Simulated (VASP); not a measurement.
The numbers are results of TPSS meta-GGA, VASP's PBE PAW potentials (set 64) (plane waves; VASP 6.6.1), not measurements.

Input for VASP

POSCAR:
```
MnF2
1
    4.8475729955    -0.0000000000     0.0000000000
    0.0000000000     4.8475729955     0.0000000000
    0.0000000000     0.0000000000     3.2880591720
Mn F
2 4
Direct
  0.0000000000   1.0000000000   1.0000000000
  0.5000000000   0.5000000000   0.5000000000
  0.3042902355   0.3042902355   0.0000000000
  0.8042902355   0.1957097645   0.5000000000
  0.1957097645   0.8042902355   0.5000000000
  0.6957097645   0.6957097645   1.0000000000
```

KPOINTS:
```
Automatic mesh
0
Gamma
4 4 6
0 0 0
```

INCAR:
```
LORBIT = 10
METAGGA = TPSS
IBRION = 2   # conjugate gradients
LWAVE = .FALSE.
EDIFFG = -0.02
MAGMOM = 5.0 -5.0 0.0 0.0 0.0 0.0
LASPH = .TRUE.   # aspherical one-centre terms
LREAL = .FALSE.   # projection in real space or not
ALGO = Normal
PREC = Accurate
LMIXTAU = .TRUE.
LMAXMIX = 4
NELM = 100   # most electronic steps
EDIFF = 1E-6
ISPIN = 2
ENCUT = 520   # plane-wave cut-off (eV)
NSW = 60
SYSTEM = MnF2
SIGMA = 0.05
LCHARG = .FALSE.
ISIF = 3   # ions, shape and volume
ISMEAR = 0
```

POTCAR, in this order: Mn_pv F (PBE.64 set). Program: vasp_std.

Output of the run:

### OSZICAR
```
       N       E                     dE             d eps       ncg     rms          rms(c)
DAV:   1     0.755322220247E+03    0.75532E+03   -0.32498E+04  3752   0.212E+03
DAV:   2     0.571282511200E+02   -0.69819E+03   -0.67303E+03  3752   0.679E+02
DAV:   3    -0.816403409312E+02   -0.13877E+03   -0.13138E+03  4928   0.248E+02
DAV:   4    -0.217137072578E+03   -0.13550E+03   -0.13143E+03  5616   0.132E+02
DAV:   5    -0.251644771383E+03   -0.34508E+02   -0.34070E+02  5040   0.970E+01    0.837E+01
DAV:   6     0.181043072919E+04    0.20621E+04   -0.28674E+04  3584   0.230E+03    0.127E+02
DAV:   7    -0.359280067011E+02   -0.18464E+04   -0.43873E+02  3608   0.206E+02    0.392E+01
DAV:   8    -0.696190528039E+02   -0.33691E+02   -0.53091E+01  3448   0.541E+01    0.241E+01
DAV:   9    -0.668557968615E+02    0.27633E+01   -0.81671E+00  3152   0.171E+01    0.182E+01
DAV:  10    -0.657020148893E+02    0.11538E+01   -0.11551E+00  3256   0.133E+01    0.132E+01
DAV:  11    -0.649875381143E+02    0.71448E+00   -0.11817E+00  3432   0.127E+01    0.818E+00
DAV:  12    -0.651117143621E+02   -0.12418E+00   -0.10200E+00  3584   0.864E+00    0.324E+00
DAV:  13    -0.652943093770E+02   -0.18260E+00   -0.20789E-01  3456   0.361E+00    0.166E+00
DAV:  14    -0.652912137057E+02    0.30957E-02   -0.41408E-02  3080   0.177E+00    0.898E-01
DAV:  15    -0.652948569991E+02   -0.36433E-02   -0.26477E-02  3072   0.133E+00    0.364E-01
DAV:  16    -0.652908668537E+02    0.39901E-02   -0.13805E-02  3088   0.895E-01    0.168E-01
DAV:  17    -0.652954612738E+02   -0.45944E-02   -0.12052E-03  3488   0.315E-01    0.992E-02
DAV:  18    -0.652956418481E+02   -0.18057E-03   -0.27483E-03  3072   0.412E-01    0.366E-02
DAV:  19    -0.652961384060E+02   -0.49656E-03   -0.87486E-04  3104   0.257E-01    0.204E-02
DAV:  20    -0.652961857439E+02   -0.47338E-04   -0.17163E-05  3544   0.280E-02    0.150E-02
DAV:  21    -0.652963510575E+02   -0.16531E-03   -0.13359E-04  3072   0.807E-02    0.852E-03
DAV:  22    -0.652964031502E+02   -0.52093E-04   -0.55139E-05  3112   0.498E-02    0.820E-03
DAV:  23    -0.652964037000E+02   -0.54980E-06   -0.12391E-05  3072   0.218E-02    0.517E-03
DAV:  24    -0.652964048437E+02   -0.11437E-05   -0.11950E-06  2416   0.844E-03    0.231E-03
DAV:  25    -0.652964055545E+02   -0.71078E-06   -0.13495E-06  2360   0.846E-03
   1 F= -.65296406E+02 E0= -.65296406E+02  d E =-.652964E+02  mag=     0.0000
       N       E                     dE             d eps       ncg     rms          rms(c)
DAV:   1    -0.657639076110E+02   -0.46750E+00   -0.10899E+01  3336   0.323E+01    0.596E+00
DAV:   2    -0.653001326588E+02    0.46377E+00   -0.17665E+00  3336   0.108E+01    0.391E+00
DAV:   3    -0.653200098286E+02   -0.19877E-01   -0.62289E-02  3584   0.252E+00    0.129E+00
DAV:   4    -0.653102126753E+02    0.97972E-02   -0.20540E-02  3568   0.135E+00    0.881E-01
DAV:   5    -0.653077605689E+02    0.24521E-02   -0.31062E-03  3160   0.588E-01    0.333E-01
DAV:   6    -0.653074575330E+02    0.30304E-03   -0.63648E-04  3392   0.280E-01    0.411E-02
DAV:   7    -0.653075347847E+02   -0.77252E-04   -0.68141E-05  3504   0.833E-02    0.126E-02
DAV:   8    -0.653075481544E+02   -0.13370E-04   -0.78209E-06  3240   0.228E-02    0.588E-03
DAV:   9    -0.653075462226E+02    0.19318E-05   -0.17877E-06  2288   0.987E-03    0.221E-03
DAV:  10    -0.653075472240E+02   -0.10014E-05   -0.42035E-07  1640   0.536E-03    0.746E-04
DAV:  11    -0.653075468294E+02    0.39467E-06   -0.82244E-08  1560   0.257E-03
   2 F= -.65307547E+02 E0= -.65307547E+02  d E =-.111413E-01  mag=     0.0000
       N       E                     dE             d eps       ncg     rms          rms(c)
DAV:   1    -0.653253113945E+02   -0.17764E-01   -0.40253E-01  3384   0.612E+00    0.114E+00
DAV:   2    -0.653075638235E+02    0.17748E-01   -0.68093E-02  3376   0.210E+00    0.703E-01
DAV:   3    -0.653085128088E+02   -0.94899E-03   -0.26197E-03  3600   0.506E-01    0.245E-01
DAV:   4    -0.653081940513E+02    0.31876E-03   -0.71609E-04  3552   0.253E-01    0.162E-01
DAV:   5    -0.653081881843E+02    0.58669E-05   -0.11343E-04  3176   0.113E-01    0.663E-02
DAV:   6    -0.653081981284E+02   -0.99441E-05   -0.23733E-05  3368   0.529E-02    0.923E-03
DAV:   7    -0.653082018480E+02   -0.37196E-05   -0.26746E-06  2416   0.176E-02    0.260E-03
DAV:   8    -0.653082001097E+02    0.17383E-05   -0.43580E-07  1584   0.619E-03    0.130E-03
DAV:   9    -0.653082007276E+02   -0.61789E-06   -0.12740E-07  1584   0.357E-03
   3 F= -.65308201E+02 E0= -.65308201E+02  d E =-.117952E-01  mag=     0.0000
       N       E                     dE             d eps       ncg     rms          rms(c)
DAV:   1    -0.653083162155E+02   -0.11611E-03   -0.27986E-03  3400   0.511E-01    0.951E-02
DAV:   2    -0.653082160616E+02    0.10015E-03   -0.46999E-04  3392   0.175E-01    0.594E-02
DAV:   3    -0.653082090144E+02    0.70472E-05   -0.17637E-05  3584   0.417E-02    0.205E-02
DAV:   4    -0.653082037388E+02    0.52756E-05   -0.49229E-06  3096   0.212E-02    0.135E-02
DAV:   5    -0.653081979282E+02    0.58106E-05   -0.82503E-07  1664   0.102E-02    0.567E-03
DAV:   6    -0.653081960160E+02    0.19121E-05   -0.28729E-07  1584   0.619E-03    0.791E-04
DAV:   7    -0.653081960037E+02    0.12337E-07   -0.68243E-08  1584   0.275E-03
   4 F= -.65308196E+02 E0= -.65308196E+02  d E =-.117904E-01  mag=    -0.0000
       N       E                     dE             d eps       ncg     rms          rms(c)
DAV:   1    -0.653089060602E+02   -0.71004E-03   -0.34054E-02  3104   0.151E+00    0.185E-01
DAV:   2    -0.653084521033E+02    0.45396E-03   -0.75223E-04  3408   0.259E-01    0.113E-01
DAV:   3    -0.653083973474E+02    0.54756E-04   -0.19345E-04  3936   0.134E-01    0.679E-02
DAV:   4    -0.653083697196E+02    0.27628E-04   -0.59361E-05  3544   0.648E-02    0.183E-02
DAV:   5    -0.653083675559E+02    0.21637E-05   -0.51703E-06  2976   0.200E-02    0.110E-02
DAV:   6    -0.653083677833E+02   -0.22736E-06   -0.82867E-07  1672   0.853E-03
   5 F= -.65308368E+02 E0= -.65308368E+02  d E =-.171780E-03  mag=     0.0000
```

File OUTCAR:
```
------------------------ aborting loop because EDIFF is reached ----------------------------------------
  FORCE on cell =-STRESS in cart. coord.  units (eV):
  Direction    XX          YY          ZZ          XY          YZ          ZX
  --------------------------------------------------------------------------------------
  Total        0.0354099      0.0354099     -0.1081397      0.0000000      0.0000000      0.0000000
  in kB        0.7182689      0.7182689     -2.1935503      0.0000000      0.0000000      0.0000000
  external PRESSURE =      -0.2523375 kB  Pullay stress =       0.0000000 kB
  volume of cell :       78.99
      direct lattice vectors                 reciprocal lattice vectors
     4.885214764  0.000000000  0.000000000     0.204699291  0.000000000  0.000000000
    -0.000000000  4.885214764  0.000000000    -0.000000000  0.204699291  0.000000000
     0.000000000  0.000000000  3.309641051     0.000000000  0.000000000  0.302147570
 POSITION                                       TOTAL-FORCE (eV/Angst)
 -----------------------------------------------------------------------------------
     -0.00000      0.00000      0.00000         0.000000      0.000000     -0.000000
      2.44261      2.44261      1.65482         0.000000      0.000000     -0.000000
      1.48546      1.48546      0.00000        -0.000787     -0.000787      0.000000
      3.92806      0.95715      1.65482        -0.000787      0.000787     -0.000000
      0.95715      3.92806      1.65482         0.000787     -0.000787     -0.000000
      3.39976      3.39976      0.00000         0.000787      0.000787     -0.000000
 -----------------------------------------------------------------------------------
    total drift:                                0.000000      0.000000      0.000000
  FREE ENERGIE OF THE ION-ELECTRON SYSTEM (eV)
  ---------------------------------------------------
  free  energy   TOTEN  =       -65.3083677833 eV

  energy  without entropy=      -65.3083677833  energy(sigma->0) =      -65.30836778

 total charge

# of ion       s       p       d       tot
------------------------------------------
    1        0.154   6.141   4.989  11.284
    2        0.154   6.141   4.989  11.284
    3        1.704   4.362   0.000   6.065
    4        1.704   4.362   0.000   6.065
    5        1.704   4.362   0.000   6.065
    6        1.704   4.362   0.000   6.065
--------------------------------------------------
tot          7.122  29.729   9.978  46.829

 magnetization (x)

# of ion       s       p       d       tot
------------------------------------------
    1        0.011   0.016   4.557   4.584
    2       -0.011  -0.016  -4.557  -4.584
    3       -0.002  -0.023   0.000  -0.026
    4        0.002   0.023   0.000   0.026
    5        0.002   0.023   0.000   0.026
    6       -0.002  -0.023   0.000  -0.026
--------------------------------------------------
tot          0.000   0.000   0.000   0.000

 reached required accuracy - stopping structural energy minimisation
```
(Selected blocks of OUTCAR.)

**CONTCAR**
```
MnF2
   1.00000000000000
     4.8852147635898087    0.0000000000000000    0.0000000000000000
    -0.0000000000000000    4.8852147635898087    0.0000000000000000
     0.0000000000000000    0.0000000000000000    3.3096410505462908
  Mn              F
     2     4
Direct
     0.0000000000000000    0.0000000000000000    0.0000000000000000
     0.5000000000000000    0.5000000000000000    0.5000000000000000
     0.3040718896377291    0.3040718896377291    0.0000000000000000
     0.8040718896377290    0.1959281103622710    0.5000000000000000
     0.1959281103622710    0.8040718896377290    0.5000000000000000
     0.6959281103622710    0.6959281103622710    0.0000000000000000
```

Energy and stress use the plane-wave basis of the starting cell.

The compound is MnF2 in the rutile structure. This run relaxes it. Symmetry was kept, so distortions that lower it aren't found. The start is the result of an earlier pass.
